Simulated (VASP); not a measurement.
Energy against volume of CdTe (zinc blende). All values below come from AM05 GGA, VASP's PBE PAW potentials (set 64) (plane waves; VASP). Settings: 520 eV cut-off, 7×7×7 Γ-centred mesh, Gaussian smearing of 0.050 eV, potentials Cd Te.

```json
[
 {"V (Å³/atom)": "33.713", "E (eV/atom)": "-2.49124"},
 {"V (Å³/atom)": "34.756", "E (eV/atom)": "-2.49519"},
 {"V (Å³/atom)": "35.799", "E (eV/atom)": "-2.49159"},
 {"V (Å³/atom)": "36.841", "E (eV/atom)": "-2.48166"}
]
```

Problem. Fit these four points and predict the energy of the run at 32.671 Å³/atom.

Solution. A cubic in V^(−2/3), the third-order Birch-Murnaghan form, passes through the four points with V0 = 34.75 Å³/atom and B0 = 39 GPa, and gives -2.4783 eV/atom there. The run gave -2.4783 eV/atom, -0.0 meV/atom from the fit; all five points give B0 = 39 GPa.

The compound is CdTe in the zinc blende structure. It was relaxed first.
